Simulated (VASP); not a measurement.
# How SCF threshold and smearing change a VASP run on LaRu2, part 3 of 3

A convergence test on LaRu2: the SCF threshold and smearing. The series runs use r2SCAN. The start is a cell from a database of measured crystal structures.

VASP 6.6.1; r2SCAN; plane waves and PAW (La, Ru_pv).

Still holding for the runs below: The k-mesh is coarse for a metal.

So far. Step 14 (Smearing: ISMEAR = 1, SIGMA = 0.01): Against the first of the series the energy at zero width moves by +0.08 meV an atom and the pressure by -0.01 GPa, after 17 cycles in 52 s. The entropy term T·S comes to 0.05 meV an atom in size.

## 15. Smearing: ISMEAR = 1, SIGMA = 0.05

File INCAR:

```
SYSTEM = LaRu2
PREC = Accurate
ENCUT = 400
EDIFF = 1E-06
NELM = 100
ISMEAR = 1
SIGMA = 0.05
LREAL = .FALSE.
ALGO = Normal
METAGGA = R2SCAN
LASPH = .TRUE.
NBANDS = 48
LORBIT = 11
LWAVE = .FALSE.
LCHARG = .FALSE.
KPAR = 4
ISIF = 2
```

File POSCAR:

```
LaRu2
1.0
    0.0000000000      3.8550000000      3.8550000000
    3.8550000000      0.0000000000      3.8550000000
    3.8550000000      3.8550000000      0.0000000000
La Ru
2 4
Direct
    0.0000000000      0.0000000000      0.0000000000
    0.2500000000      0.2500000000      0.2500000000
    0.6250000000      0.6250000000      0.6250000000
    0.1250000000      0.6250000000      0.6250000000
    0.6250000000      0.6250000000      0.1250000000
    0.6250000000      0.1250000000      0.6250000000
```

File KPOINTS:

```
Automatic mesh
0
Gamma
5 5 5
0 0 0
```

Potentials, in the order of the species: La and Ru_pv (PBE family, release 64).

Command:

```
$ mpirun -np 4 vasp_std
```

Log:

```text
[... set-up lines as in an earlier step ...]
 entering main loop
       N       E                     dE             d eps       ncg     rms          rms(c)
DAV:   1     0.766660983973E+03    0.76666E+03   -0.33479E+04  1280   0.211E+03
DAV:   2    -0.581599200373E+02   -0.82482E+03   -0.78600E+03  1144   0.505E+02
DAV:   3    -0.174721597589E+03   -0.11656E+03   -0.11094E+03  1504   0.177E+02
DAV:   4    -0.190268315483E+03   -0.15547E+02   -0.14663E+02  1864   0.582E+01
[...]
DAV:  13    -0.161925879631E+03    0.50746E-04   -0.33559E-04  1680   0.144E-01    0.223E-02
DAV:  14    -0.161925880222E+03   -0.59083E-06   -0.24805E-05  1512   0.286E-02    0.455E-03
DAV:  15    -0.161925880214E+03    0.83382E-08   -0.40701E-06  1008   0.162E-02
   1 F= -.16192588E+03 E0= -.16192607E+03  d E =0.564637E-03
```

Elapsed: 47 s, on 4 MPI ranks of AMD EPYC 9R45, shared host; peak memory 0.84 GiB.

OUTCAR, selected parts (step 15):

```text
  Total       -1.6693150     -1.6693150     -1.6693150      0.0000000      0.0000000     -0.0000000
  in kB      -23.3424122    -23.3424122    -23.3424122      0.0000000      0.0000000     -0.0000000
  external PRESSURE =     -23.3424122 kB  Pullay stress =       0.0000000 kB

 POSITION                                       TOTAL-FORCE (eV/Angst)
 -----------------------------------------------------------------------------------
      0.00000      0.00000      0.00000         0.000000      0.000000      0.000000
      1.92750      1.92750      1.92750        -0.000000     -0.000000     -0.000000
      4.81875      4.81875      4.81875         0.000000      0.000000     -0.000000
      4.81875      2.89125      2.89125         0.000000      0.000000     -0.000000
      2.89125      2.89125      4.81875         0.000000     -0.000000     -0.000000
      2.89125      4.81875      2.89125         0.000000     -0.000000     -0.000000
 -----------------------------------------------------------------------------------
    total drift:                                0.000000      0.000000      0.000000

  FREE ENERGIE OF THE ION-ELECTRON SYSTEM (eV)
  ---------------------------------------------------
  free  energy   TOTEN  =      -161.9258802140 eV

  energy  without entropy=     -161.9264448507  energy(sigma->0) =     -161.92606843

[... 2 parts as in an earlier step ...]

[... 1 further part left out ...]
[key lines of the parts left out:]
E-fermi :  10.7306
```

Against the run before the energy at zero width moves by -0.13 meV an atom and the pressure by +0.01 GPa, after 15 cycles in 47 s. The entropy term T·S comes to 0.09 meV an atom in size.

## 16. Smearing: ISMEAR = 1, SIGMA = 0.1

INCAR: that of step 15 with these lines changed.

```diff
@@ -6,3 +6,3 @@
 ISMEAR = 1
-SIGMA = 0.05
+SIGMA = 0.1
 LREAL = .FALSE.
```

POSCAR is that of step 15.

KPOINTS is that of step 15.

Command:

```
$ mpirun -np 4 vasp_std
```

Log:

```text
[... set-up lines as in an earlier step ...]
 entering main loop
       N       E                     dE             d eps       ncg     rms          rms(c)
DAV:   1     0.766658043669E+03    0.76666E+03   -0.33479E+04  1280   0.211E+03
DAV:   2    -0.581616084716E+02   -0.82482E+03   -0.78606E+03  1144   0.505E+02
DAV:   3    -0.174722607035E+03   -0.11656E+03   -0.11096E+03  1504   0.177E+02
DAV:   4    -0.190268339044E+03   -0.15546E+02   -0.14656E+02  1864   0.582E+01
[...]
DAV:  13    -0.161925475109E+03    0.38420E-04   -0.32615E-04  1680   0.140E-01    0.217E-02
DAV:  14    -0.161925475448E+03   -0.33869E-06   -0.24910E-05  1584   0.301E-02    0.474E-03
DAV:  15    -0.161925475115E+03    0.33261E-06   -0.35521E-06  1000   0.144E-02
   1 F= -.16192548E+03 E0= -.16192536E+03  d E =-.343991E-03
```

Elapsed: 47 s, on 4 MPI ranks; peak memory 0.85 GiB; 2.5 min of CPU time.

From OUTCAR (step 16):

```text
  Total       -1.6727564     -1.6727564     -1.6727564     -0.0000000     -0.0000000     -0.0000000
  in kB      -23.3905347    -23.3905347    -23.3905347     -0.0000000     -0.0000000     -0.0000000
  external PRESSURE =     -23.3905347 kB  Pullay stress =       0.0000000 kB

 POSITION                                       TOTAL-FORCE (eV/Angst)
 -----------------------------------------------------------------------------------
      0.00000      0.00000      0.00000        -0.000000     -0.000000     -0.000000
      1.92750      1.92750      1.92750         0.000000      0.000000      0.000000
      4.81875      4.81875      4.81875         0.000000     -0.000000      0.000000
      4.81875      2.89125      2.89125         0.000000     -0.000000      0.000000
      2.89125      2.89125      4.81875         0.000000     -0.000000      0.000000
      2.89125      4.81875      2.89125         0.000000     -0.000000      0.000000
 -----------------------------------------------------------------------------------
    total drift:                                0.000000      0.000000      0.000000

  FREE ENERGIE OF THE ION-ELECTRON SYSTEM (eV)
  ---------------------------------------------------
  free  energy   TOTEN  =      -161.9254751154 eV

  energy  without entropy=     -161.9251311243  energy(sigma->0) =     -161.92536045

[... 2 parts as in an earlier step ...]

[... 1 further part left out ...]
[key lines of the parts left out:]
E-fermi :  10.7376
```

Against the run before the energy at zero width moves by +0.12 meV an atom while the pressure stays within 0.01 GPa, after 15 cycles in 47 s. The entropy term T·S comes to 0.06 meV an atom in size.

## 17. Smearing: ISMEAR = 1, SIGMA = 0.2

INCAR: that of step 16 with these lines changed.

```diff
@@ -6,3 +6,3 @@
 ISMEAR = 1
-SIGMA = 0.1
+SIGMA = 0.2
 LREAL = .FALSE.
```

POSCAR is that of step 16.

KPOINTS is that of step 16.

Command:

```
$ mpirun -np 4 vasp_std
```

Log:

```text
[... set-up lines as in an earlier step ...]
 entering main loop
       N       E                     dE             d eps       ncg     rms          rms(c)
DAV:   1     0.766652062417E+03    0.76665E+03   -0.33479E+04  1280   0.211E+03
DAV:   2    -0.581598084509E+02   -0.82481E+03   -0.78614E+03  1144   0.505E+02
DAV:   3    -0.174718780659E+03   -0.11656E+03   -0.11105E+03  1504   0.177E+02
DAV:   4    -0.190275148517E+03   -0.15556E+02   -0.14654E+02  1864   0.582E+01
[...]
DAV:  13    -0.161922800848E+03    0.57074E-04   -0.35922E-04  1664   0.148E-01    0.230E-02
DAV:  14    -0.161922801719E+03   -0.87050E-06   -0.27544E-05  1520   0.300E-02    0.510E-03
DAV:  15    -0.161922801528E+03    0.19111E-06   -0.40845E-06  1040   0.155E-02
   1 F= -.16192280E+03 E0= -.16192737E+03  d E =0.137108E-01
```

Run time: 47 s. Hardware: 4 MPI ranks; peak memory 0.84 GiB.

Parts of OUTCAR (step 17):

```text
  Total       -1.6656700     -1.6656700     -1.6656700      0.0000000      0.0000000      0.0000000
  in kB      -23.2914433    -23.2914433    -23.2914433      0.0000000      0.0000000      0.0000000
  external PRESSURE =     -23.2914433 kB  Pullay stress =       0.0000000 kB

  FREE ENERGIE OF THE ION-ELECTRON SYSTEM (eV)
  ---------------------------------------------------
  free  energy   TOTEN  =      -161.9228015276 eV

  energy  without entropy=     -161.9365122801  energy(sigma->0) =     -161.92737178

[... 3 parts as in an earlier step ...]

[... 1 further part left out ...]
[key lines of the parts left out:]
E-fermi :  10.7367
```

Against the run before the energy at zero width moves by -0.34 meV an atom and the pressure by +0.01 GPa, after 15 cycles in 47 s. The entropy term T·S comes to 2.29 meV an atom in size.

## 18. Smearing: ISMEAR = 1, SIGMA = 0.5

INCAR: that of step 17 with these lines changed.

```diff
@@ -6,3 +6,3 @@
 ISMEAR = 1
-SIGMA = 0.2
+SIGMA = 0.5
 LREAL = .FALSE.
```

POSCAR is that of step 17.

KPOINTS is that of step 17.

Command:

```
$ mpirun -np 4 vasp_std
```

Log:

```text
[... set-up lines as in an earlier step ...]
 entering main loop
       N       E                     dE             d eps       ncg     rms          rms(c)
DAV:   1     0.766667099674E+03    0.76667E+03   -0.33479E+04  1280   0.211E+03
DAV:   2    -0.581480817041E+02   -0.82482E+03   -0.78609E+03  1144   0.505E+02
DAV:   3    -0.174691349935E+03   -0.11654E+03   -0.11114E+03  1504   0.177E+02
DAV:   4    -0.190309333773E+03   -0.15618E+02   -0.14582E+02  1864   0.581E+01
[...]
DAV:  13    -0.161895782287E+03    0.62255E-04   -0.37886E-04  1680   0.149E-01    0.235E-02
DAV:  14    -0.161895783252E+03   -0.96578E-06   -0.28682E-05  1504   0.298E-02    0.538E-03
DAV:  15    -0.161895783031E+03    0.22105E-06   -0.43920E-06  1072   0.158E-02
   1 F= -.16189578E+03 E0= -.16189146E+03  d E =-.129786E-01
```

It took 47 s on 4 MPI ranks; peak memory 0.84 GiB; 2.5 min of CPU time.

Parts of OUTCAR (step 18):

```text
  Total       -1.6143869     -1.6143869     -1.6143869      0.0000000      0.0000000      0.0000000
  in kB      -22.5743396    -22.5743396    -22.5743396      0.0000000      0.0000000      0.0000000
  external PRESSURE =     -22.5743396 kB  Pullay stress =       0.0000000 kB

 POSITION                                       TOTAL-FORCE (eV/Angst)
 -----------------------------------------------------------------------------------
      0.00000      0.00000      0.00000         0.000000     -0.000000     -0.000000
      1.92750      1.92750      1.92750        -0.000000      0.000000      0.000000
      4.81875      4.81875      4.81875         0.000000      0.000000     -0.000000
      4.81875      2.89125      2.89125         0.000000      0.000000     -0.000000
      2.89125      2.89125      4.81875         0.000000      0.000000     -0.000000
      2.89125      4.81875      2.89125         0.000000      0.000000     -0.000000
 -----------------------------------------------------------------------------------
    total drift:                                0.000000      0.000000      0.000000

  FREE ENERGIE OF THE ION-ELECTRON SYSTEM (eV)
  ---------------------------------------------------
  free  energy   TOTEN  =      -161.8957830314 eV

  energy  without entropy=     -161.8828044608  energy(sigma->0) =     -161.89145684

[... 2 parts as in an earlier step ...]

[... 1 further part left out ...]
[key lines of the parts left out:]
E-fermi :  10.7941
```

Against the run before the energy at zero width moves by +5.99 meV an atom and the pressure by +0.07 GPa, after 15 cycles in 47 s. The entropy term T·S comes to 2.16 meV an atom in size.

## 19. Smearing: ISMEAR = -5

INCAR: that of step 18 with these lines changed.

```diff
@@ -5,4 +5,4 @@
 NELM = 100
-ISMEAR = 1
-SIGMA = 0.5
+ISMEAR = -5
+SIGMA = 0.05
 LREAL = .FALSE.
```

POSCAR is that of step 18.

KPOINTS is that of step 18.

Command:

```
$ mpirun -np 4 vasp_std
```

Log:

```text
[... set-up lines as in an earlier step ...]
 entering main loop
       N       E                     dE             d eps       ncg     rms          rms(c)
DAV:   1     0.766725253863E+03    0.76673E+03   -0.33479E+04  1280   0.211E+03
DAV:   2    -0.581698739860E+02   -0.82490E+03   -0.78518E+03  1144   0.506E+02
DAV:   3    -0.174721306246E+03   -0.11655E+03   -0.11128E+03  1504   0.177E+02
DAV:   4    -0.190279866120E+03   -0.15559E+02   -0.14686E+02  1864   0.582E+01
[...]
DAV:  14    -0.161932590733E+03   -0.15115E-04   -0.28421E-05  1544   0.275E-02    0.587E-03
DAV:  15    -0.161932588423E+03    0.23094E-05   -0.41797E-06  1016   0.161E-02    0.275E-03
DAV:  16    -0.161932589315E+03   -0.89148E-06   -0.52771E-07   720   0.116E-02
   1 F= -.16193259E+03 E0= -.16193259E+03  d E =0.000000E+00
 -----------------------------------------------------------------------------
|                                                                             |
|           W    W    AA    RRRRR   N    N  II  N    N   GGGG   !!!           |
|           W    W   A  A   R    R  NN   N  II  NN   N  G    G  !!!           |
|           W    W  A    A  R    R  N N  N  II  N N  N  G       !!!           |
|           W WW W  AAAAAA  RRRRR   N  N N  II  N  N N  G  GGG   !            |
|           WW  WW  A    A  R   R   N   NN  II  N   NN  G    G                |
|           W    W  A    A  R    R  N    N  II  N    N   GGGG   !!!           |
|                                                                             |
|     Tetrahedron method does not include variations of the Fermi             |
|     occupations, so forces and stress will be inaccurate. We suggest        |
|     using a different smearing scheme ISMEAR = 1 or 2 for metals in         |
|     relaxations.                                                            |
|                                                                             |
 -----------------------------------------------------------------------------
```

It took 49 s on 4 MPI ranks; peak memory 0.86 GiB; 2.6 min of CPU time.

Parts of OUTCAR (step 19):

```text
  Total       -1.7379098     -1.7379098     -1.7379098      0.0000000     -0.0000000      0.0000000
  in kB      -24.3015884    -24.3015884    -24.3015884      0.0000000     -0.0000000      0.0000000
  external PRESSURE =     -24.3015884 kB  Pullay stress =       0.0000000 kB

 POSITION                                       TOTAL-FORCE (eV/Angst)
 -----------------------------------------------------------------------------------
      0.00000      0.00000      0.00000        -0.000000     -0.000000     -0.000000
      1.92750      1.92750      1.92750         0.000000      0.000000      0.000000
      4.81875      4.81875      4.81875         0.000000     -0.000000     -0.000000
      4.81875      2.89125      2.89125         0.000000     -0.000000     -0.000000
      2.89125      2.89125      4.81875         0.000000     -0.000000     -0.000000
      2.89125      4.81875      2.89125         0.000000     -0.000000     -0.000000
 -----------------------------------------------------------------------------------
    total drift:                                0.000000      0.000000      0.000000

  FREE ENERGIE OF THE ION-ELECTRON SYSTEM (eV)
  ---------------------------------------------------
  free  energy   TOTEN  =      -161.9325893148 eV

  energy  without entropy=     -161.9325893148  energy(sigma->0) =     -161.93258931

[... 2 parts as in an earlier step ...]

[... 1 further part left out ...]
[key lines of the parts left out:]
E-fermi :  10.7307
```

With tetrahedra the forces and stress of a metal are not exact derivatives of the energy.

Against the first of the series the energy at zero width moves by -1.14 meV an atom and the pressure by -0.10 GPa, after 16 cycles in 49 s.

## 20. The smearing series as a table

This step: convergence of r2SCAN results with the smearing; plane waves and PAW (VASP 6.6.1).

This step runs nothing: it gathers the runs above.

One cell and one 5×5×5 mesh. Free energy against width, by row:

| Fermi-Dirac width σ (eV) | free energy less that at the narrowest width (meV/atom) |
| --- | --- |
| 0.01 | 0 |
| 0.05 | -4.38 |
| 0.1 | -18.34 |
| 0.2 | -78.56 |
| 0.5 | -476.6 |

Differences are taken from the run with ISMEAR = -1, SIGMA = 0.01. Results of the series, by row:

| setting | status | energy less the reference (meV/atom) | pressure (GPa) | SCF cycles | wall time (s) |
| --- | --- | --- | --- | --- | --- |
| ISMEAR = -1, SIGMA = 0.01 | converged | 0 | -2.328 | 15 | 48 |
| ISMEAR = -1, SIGMA = 0.05 | converged | -0.03172 | -2.294 | 15 | 47 |
| ISMEAR = -1, SIGMA = 0.1 | converged | 0.6335 | -2.163 | 15 | 48 |
| ISMEAR = -1, SIGMA = 0.2 | converged | 2.121 | -1.614 | 17 | 53 |
| ISMEAR = -1, SIGMA = 0.5 | converged | -20.98 | 1.561 | 23 | 66 |
| ISMEAR = 1, SIGMA = 0.01 | converged | 0.08405 | -2.341 | 17 | 52 |
| ISMEAR = 1, SIGMA = 0.05 | converged | -0.05087 | -2.334 | 15 | 47 |
| ISMEAR = 1, SIGMA = 0.1 | converged | 0.06713 | -2.339 | 15 | 47 |
| ISMEAR = 1, SIGMA = 0.2 | converged | -0.2681 | -2.329 | 15 | 47 |
| ISMEAR = 1, SIGMA = 0.5 | converged | 5.718 | -2.257 | 15 | 47 |
| ISMEAR = -5 | converged | -1.138 | -2.43 | 16 | 49 |

## 21. What came out

| Property | Result |
| --- | --- |
| SCF threshold from which the energy stays within 10 meV/atom of the reference | EDIFF = 0.01 |
| SCF threshold from which the energy stays within 1 meV/atom of the reference | EDIFF = 0.01 |
| SCF threshold from which the pressure stays within 0.2 GPa of the reference | EDIFF = 1E-04 |
| spread of the pressure over the SCF threshold | 1.72 GPa |
| spread of the energy over the SCF threshold | 0.209 meV/atom |
| spread of the pressure over the smearing | 3.99 GPa |
| spread of the energy over the smearing | 26.7 meV/atom |

From EDIFF = 0.01 on, the energy stays within 1 meV an atom of the reference, at 42 % of its time. The pressure holds within 0.2 GPa from EDIFF = 1E-04 on. The loosest stop saves 9 of 19 cycles and costs +0.2 meV an atom, +1.70 GPa. The usual rule keeps the entropy term T·S under 1 meV an atom, which holds up to a width of 0.01 eV for Fermi-Dirac and 0.1 eV for first-order Methfessel-Paxton. That rule is made for Methfessel-Paxton; with the other schemes the zero-width estimate is the energy to use. Farthest in energy from the narrowest smearing lies ISMEAR = -1, SIGMA = 0.5 (-21.0 meV an atom, +3.89 GPa). On a fixed mesh a narrow width is not the exact answer for a metal: it samples the Fermi surface more noisily. Forces vanish by symmetry in this cell, so the series can't test them.

[Lines on the potential files, build, host, timing and source positions are cut from VASP's logs without a mark.]

[Logs are printed without paths, hosts, clocks, repeated set-up lines and the standing remarks that a program may print on its own settings, such as how far it seeks lower states.]

[Hosts, paths, dates, database ids (printed as entryN), source tags and the programs' standing remarks are cut or masked in the printed files.]

[A measured line is paired with the nearest computed mode of its activity, which favours agreement.]
